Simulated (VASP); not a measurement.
An input for Ansatz (written as the equivalent of a VASP run, and not itself run):

Ansatz 0.2 input:
```yaml
crystal:
  lattice:
    - [2.8900000, 0.0000000, 0.0000000]
    - [0.0000000, 2.8900000, 0.0000000]
    - [0.0000000, 0.0000000, 2.8900000]
  atoms:
    - { symbol: Al, position: [0.5000000, 0.5000000, 0.5000000] }
    - { symbol: Ni, position: [0.0000000, 0.0000000, 0.0000000] }
kpoints:
  mp_grid: { grid: [11, 11, 11] }
hamiltonian:
  xc: pbe
  pseudopotentials: { kind: paw }
scf:
  occupations: { method: methfessel_paxton, width: 0.1 }
  max_iter: 100
relax:
  max_steps: 60
  f_tol: 0.01
  cell: {}
output: { forces: true, stress: true, eigenvalues: true }
```

### Question
Translate this input to VASP (INCAR, KPOINTS, POSCAR, choice of POTCAR).

### Answer
Several could match; the one computed here: 
**POSCAR**
```
NiAl
1.0
  2.8900000000   0.0000000000   0.0000000000
  0.0000000000   2.8900000000   0.0000000000
  0.0000000000   0.0000000000   2.8900000000
Al Ni
1 1
Cart
  1.4450000000   1.4450000000   1.4450000000
  0.0000000000   0.0000000000   0.0000000000
```

INCAR:
```
ALGO = Normal
EDIFF = 1E-6
EDIFFG = -0.01
ENCUT = 400
GGA = PE
IBRION = 2
ISIF = 3
ISMEAR = 1
LASPH = .TRUE.
LCHARG = .FALSE.
LMAXMIX = 4
LREAL = .FALSE.
LWAVE = .FALSE.
NELM = 100
NSW = 60
PREC = Accurate
SIGMA = 0.1
SYSTEM = NiAl
```

**KPOINTS**
```
Automatic mesh
0
Gamma
11 11 11
0 0 0
```

POTCAR, in this order: Al Ni (PBE.64 set). Program: vasp_std.

The two are equivalent in intent, not identical: each code has its own PAW files, so the cut-off isn't converted (ENCUT is set for VASP's; basis.ecutwfc is left out, and Ansatz then takes the one that its files recommend); Ansatz stops its SCF on the density residual and VASP on the energy change (EDIFF).

The compound is NiAl in the CsCl type structure. This run relaxes it. Symmetry was kept, so distortions that lower it aren't found.
